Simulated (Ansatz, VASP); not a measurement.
## One calculation of Ga2C3, two programs

```
Ga C
1.0
     3.46175    0.00000    0.00000
    -1.73088    2.99797    0.00000
     0.00000    0.00000    5.51136
Ga C
2 3
Direct
  0.33333 0.66667 0.28648
  0.66667 0.33333 0.71352
  0.00000 0.00000 0.00000
  0.33333 0.66667 0.72802
  0.66667 0.33333 0.27198
```

Alike in both runs: functional PBE; k mesh 6 × 6 × 4; occupations gaussian, width 0.1 eV; no spin polarisation.

Ansatz relaxed the structure, and its values are those at the end. VASP's run is a single point on that final structure, the one shown.

|  | VASP | Ansatz |
| --- | --- | --- |
| version | VASP 6.6.1 | Ansatz 0.2.0 |
| potentials or method | VASP PAW PBE potentials, release 64 (Ga_d, C) | scalar-relativistic, plane waves, PAW |
| plane-wave cutoff (eV) | 520 | 420 |
| valence electrons in the cell | 38 | 38 |

```csv
,VASP,Ansatz,Ansatz less VASP
gap on the k mesh at the Fermi level (eV),none,none,-
pressure (GPa),0.1,-0.1,-0.11
rms of the force components (eV/Å),0.013,0.013,-0.0003
```

A gap of «none» marks a metal or a gap that the smearing closes.
